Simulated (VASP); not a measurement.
A run of VASP 6.6.1 is set up as follows.

INCAR

```
PREC = Accurate
ENCUT = 600
EDIFF = 1E-7
ISMEAR = 0
SIGMA = 0.1
LREAL = False
LASPH = True
NELM = 80
ALGO = Normal
ISIF = 3
LWAVE = False
LCHARG = False
GGA = PE
IBRION = 2
NSW = 90
EDIFFG = -0.04
```

File KPOINTS:

```
regular mesh
0
Gamma
  4 4 4
```

POSCAR

```
TaSbSe
1.0
    4.1520331900      0.0000000000      0.0000000000
    0.0000000000      4.1520331900      0.0000000000
    0.0000000000      0.0000000000      5.2981060800
Ta Sb Se
1 1 1
Direct
    0.0000000000      0.0000000000      0.0000000000
    0.0000000000      0.0000000000      0.5000000000
    0.5000000000      0.5000000000      0.0000000000
```

Potentials or basis: VASP PAW PBE potentials, release 64 (Ta_pv, Sb, Se).

Run with:

```bash
$ cat potpaw_PBE.64/Ta_pv/POTCAR potpaw_PBE.64/Sb/POTCAR potpaw_PBE.64/Se/POTCAR > POTCAR
$ mpirun -np 1 vasp_std > vasp.out
```

(1) Predict the space group after relaxing (to 0.05 Å).

(2) Estimate the relaxed volume.

(3) What does it give for the band gap on the k mesh?

(4) Predict the relaxed cell.

Results:

(1) P4/mmm (No. 123).

(2) 24.63 Å³/atom.

(3) none (metal or under the smearing width).

(4) a = 3.618 Å, b = 3.618 Å, c = 5.643 Å, α = 90.00°, β = 90.00°, γ = 90.00°.

Caveat: the k mesh is coarse (spacing up to 0.38 Å⁻¹), so the values aren't converged; the volume moved by over 15 % at a fixed basis, so the end points are rough.
